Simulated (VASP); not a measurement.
Data:

```yaml
crystal:
  lattice:
    - [0.00000, 2.84580, 2.84580]
    - [2.84580, 0.00000, 2.84580]
    - [2.84580, 2.84580, 0.00000]
  atoms:
    - { symbol: Ca, position: [0.00000, 0.00000, 0.00000] }
```

Calculation: PBE GGA, VASP's PBE PAW potentials (set 64) (plane waves; VASP). Run with 400 eV cut-off, KSPACING 0.35 per Å, first-order Methfessel-Paxton smearing of 0.10 eV, potentials Ca_sv.

Gaps are read on the run's mesh, which can miss a band edge.

What does the run give for the energy per atom (σ→0), pressure, band gap (on the k-mesh) with the smallest direct gap where there is one?

| Quantity | Result |
|---|---|
| band gap (on the k-mesh) | none (metal, semimetal or under 0.01 eV) |
| energy per atom (σ→0) | -1.912 eV/atom |
| pressure | -1.32 GPa |

The compound is Ca in the fcc structure. The cell was not relaxed at this level. The run is one of a series of settings (KGAMMA = .FALSE., KSPACING = 0.35, KPOINTS file removed against the base run), some of them coarse on purpose.
